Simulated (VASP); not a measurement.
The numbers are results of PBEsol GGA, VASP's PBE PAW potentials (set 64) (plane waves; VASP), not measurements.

Input for VASP

File POSCAR:
```
KCl
1.0
  0.0000000000   3.1256001659   3.1256001659
  3.1256001659   0.0000000000   3.1256001659
  3.1256001659   3.1256001659   0.0000000000
K Cl
1 1
Cartesian
  0.0000000000   0.0000000000   0.0000000000
  3.1256001659   3.1256001659   3.1256001659
```

INCAR:
```
! general
SYSTEM = KCl
PREC   = Accurate
ENCUT  = 500
LREAL  = F
LASPH  = T

! electronic loop
EDIFF  = 1E-6
NELM   = 100
ALGO   = Normal

! smearing
ISMEAR = 0
SIGMA  = 0.05

! functional
GGA    = PS

! ions
IBRION = 2
NSW    = 40
ISIF   = 3
EDIFFG = -0.02

! output
LWAVE  = F
LCHARG = F
```

File KPOINTS:
```
kpoints
0
gamma
  7 7 7
0 0 0
```

POTCAR, in this order: K_sv Cl (PBE.64 set). Program: vasp_std.

Output of the run:

File OSZICAR:
```
       N       E                     dE             d eps       ncg     rms          rms(c)
DAV:   1     0.980311574321E+02    0.98031E+02   -0.72331E+03   488   0.116E+03
DAV:   2    -0.136438591031E+01   -0.99396E+02   -0.90985E+02   640   0.266E+02
DAV:   3    -0.708834529149E+01   -0.57240E+01   -0.56894E+01   612   0.594E+01
DAV:   4    -0.726688277200E+01   -0.17854E+00   -0.17837E+00   804   0.986E+00
DAV:   5    -0.726819353770E+01   -0.13108E-02   -0.13107E-02   624   0.919E-01    0.332E+00
DAV:   6    -0.702556269057E+01    0.24263E+00   -0.45325E-01   584   0.396E+00    0.273E+00
DAV:   7    -0.701197767324E+01    0.13585E-01   -0.10752E-01   600   0.210E+00    0.156E+00
DAV:   8    -0.702201781959E+01   -0.10040E-01   -0.18650E-02   664   0.117E+00    0.186E-01
DAV:   9    -0.702259145867E+01   -0.57364E-03   -0.10077E-03   620   0.217E-01    0.945E-02
DAV:  10    -0.702316066893E+01   -0.56921E-03   -0.50411E-04   540   0.180E-01    0.155E-02
DAV:  11    -0.702318062149E+01   -0.19953E-04   -0.22862E-05   640   0.386E-02    0.102E-02
DAV:  12    -0.702318403262E+01   -0.34111E-05   -0.72065E-06   568   0.190E-02    0.438E-03
DAV:  13    -0.702318400558E+01    0.27040E-07   -0.86813E-07   468   0.816E-03
   1 F= -.70231840E+01 E0= -.70231840E+01  d E =-.702318E+01
```

File OUTCAR:
```
------------------------ aborting loop because EDIFF is reached ----------------------------------------
  FORCE on cell =-STRESS in cart. coord.  units (eV):
  Direction    XX          YY          ZZ          XY          YZ          ZX
  --------------------------------------------------------------------------------------
  Total       -0.0105906     -0.0105906     -0.0105906     -0.0000000     -0.0000000      0.0000000
  in kB       -0.2778448     -0.2778448     -0.2778448     -0.0000000     -0.0000000      0.0000000
  external PRESSURE =      -0.2778448 kB  Pullay stress =       0.0000000 kB
  volume of cell :       61.07
      direct lattice vectors                 reciprocal lattice vectors
     0.000000000  3.125600166  3.125600166    -0.159969277  0.159969277  0.159969277
     3.125600166  0.000000000  3.125600166     0.159969277 -0.159969277  0.159969277
     3.125600166  3.125600166  0.000000000     0.159969277  0.159969277 -0.159969277
  FREE ENERGIE OF THE ION-ELECTRON SYSTEM (eV)
  ---------------------------------------------------
  free  energy   TOTEN  =        -7.0231840056 eV

  energy  without entropy=       -7.0231840056  energy(sigma->0) =       -7.02318401

 reached required accuracy - stopping structural energy minimisation
```
(Selected blocks of OUTCAR.)

### OUTCAR
```
 val. band max:       -1.8261891237   @ k =   0.0000   0.0000   0.0000

 cond. band min:       3.2598257546   @ k =   0.0000   0.0000   0.0000


 Fermi energy:        -1.5254059327

 k-point     1 :       0.0000    0.0000    0.0000
  band No.  band energies     occupation
      1     -28.8226      2.00000
      2     -13.9411      2.00000
      3     -12.3494      2.00000
      4     -12.3494      2.00000
      5     -12.3494      2.00000
      6      -1.8262      2.00000
      7      -1.8262      2.00000
      8      -1.8262      2.00000
      9       3.2598      0.00000
     10       6.4754      0.00000
     11       6.4754      0.00000
     12       6.4754      0.00000

 k-point     2 :       0.1429    0.0000    0.0000
  band No.  band energies     occupation
      1     -28.8203      2.00000
      2     -13.9810      2.00000
      3     -12.3514      2.00000
      4     -12.3514      2.00000
      5     -12.2987      2.00000
      6      -2.0853      2.00000
      7      -1.8965      2.00000
      8      -1.8965      2.00000
      9       3.7557      0.00000
     10       6.3210      0.00000
     11       6.7377      0.00000
     12       6.7377      0.00000

 k-point     3 :       0.2857    0.0000    0.0000
  band No.  band energies     occupation
      1     -28.8151      2.00000
      2     -14.0632      2.00000
      3     -12.3557      2.00000
      4     -12.3557      2.00000
      5     -12.1917      2.00000
      6      -2.5724      2.00000
      7      -2.0467      2.00000
      8      -2.0467      2.00000
      9       4.8192      0.00000
     10       6.2784      0.00000
     11       7.4712      0.00000
     12       7.4712      0.00000

 k-point     4 :       0.4286    0.0000    0.0000
  band No.  band energies     occupation
      1     -28.8109      2.00000
      2     -14.1232      2.00000
      3     -12.3591      2.00000
      4     -12.3591      2.00000
      5     -12.1113      2.00000
      6      -2.9032      2.00000
...
```

The compound is KCl in the rock salt structure. It was relaxed first.
